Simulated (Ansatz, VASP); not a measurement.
# Two plane-wave programs on CrC2

```
Cr C
1.0
     2.49174    0.00000    0.00000
    -1.24587    2.15791    0.00000
     0.00000    0.00000    4.45196
Cr C
1 2
Direct
  0.00000 0.00000 0.00000
  0.33333 0.66667 0.50000
  0.66667 0.33333 0.50000
```

Alike in both runs: functional PBEsol; k mesh 12 × 12 × 10; occupations gaussian, width 0.05 eV; collinear spin.

Ansatz relaxed the structure, and its values are those at the end. VASP's run is a single point on that final structure, the one shown.

|  | VASP | Ansatz |
| --- | --- | --- |
| version | VASP 6.6.1 | Ansatz 0.2.0 |
| potentials or method | VASP PAW PBE potentials, release 64 (Cr_pv, C) | scalar-relativistic, plane waves, PAW |
| plane-wave cutoff (eV) | 520 | 420 |
| valence electrons in the cell | 20 | 22 |

```csv
,VASP,Ansatz,Ansatz less VASP
gap on the k mesh at the Fermi level (eV),none,none,-
pressure (GPa),0.2,-0.1,-0.37
net moment per atom (μB),0.07,0.06,-0.003
size of the moment on the site where the two differ most (μB),0.20,0.18,-0.019
```

Site moments also hang on the region over which each program counts them. A gap of «none» marks a metal or a gap that the smearing closes. The two sets of potentials don't hold the same shells in valence. Ansatz warned: «seeded_moment_not_kept».

Caveats: the PAW data sets were made with another functional, which shifts forces and pressure a little (VASP).
